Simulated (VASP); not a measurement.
Input:

```
CELL_PARAMETERS angstrom
      4.81314     0.00000     0.00000
      0.00000     4.81314     0.00000
      0.00000     0.00000     4.81314
ATOMIC_POSITIONS crystal
  Tl 0.50000 0.50000 0.00000
  Tl 0.00000 0.50000 0.50000
  Tl 0.50000 0.00000 0.50000
  In 0.00000 0.00000 0.00000
```

These are PBEsol GGA, VASP's PBE PAW potentials (set 64) (plane waves; VASP) values and carry that method's errors. Run with 400 eV cut-off, Gaussian smearing of 0.050 eV, potentials Tl_d In_d.

**Question.** Give the energies of bands 21 to 30 at the high-symmetry points, in eV from the Fermi level.

**Answer.** 
```json
[
 {"band": "21", "Γ": "-9.87", "X": "-8.21", "M": "-6.49", "R": "-5.28"},
 {"band": "22", "Γ": "-3.47", "X": "-7.82", "M": "-6.35", "R": "-5.28"},
 {"band": "23", "Γ": "-3.47", "X": "-3.30", "M": "-6.35", "R": "-5.28"},
 {"band": "24", "Γ": "-2.20", "X": "-2.46", "M": "-5.38", "R": "-3.83"},
 {"band": "25", "Γ": "-1.82", "X": "0.37", "M": "1.20", "R": "-2.94"},
 {"band": "26", "Γ": "-1.82", "X": "0.37", "M": "1.20", "R": "-2.94"},
 {"band": "27", "Γ": "-1.82", "X": "0.43", "M": "1.25", "R": "-2.94"},
 {"band": "28", "Γ": "4.07", "X": "0.43", "M": "1.66", "R": "-2.92"},
 {"band": "29", "Γ": "4.07", "X": "1.98", "M": "2.40", "R": "8.16"},
 {"band": "30", "Γ": "4.07", "X": "2.18", "M": "2.40", "R": "8.16"}
]
```

It has no gap at this level: it comes out as a metal or semimetal.

The structure comes from a computed database's Tl3In entry (Pm-3m); how it stands against other phases isn't given here. It was relaxed first, which changed the volume by -6 %.
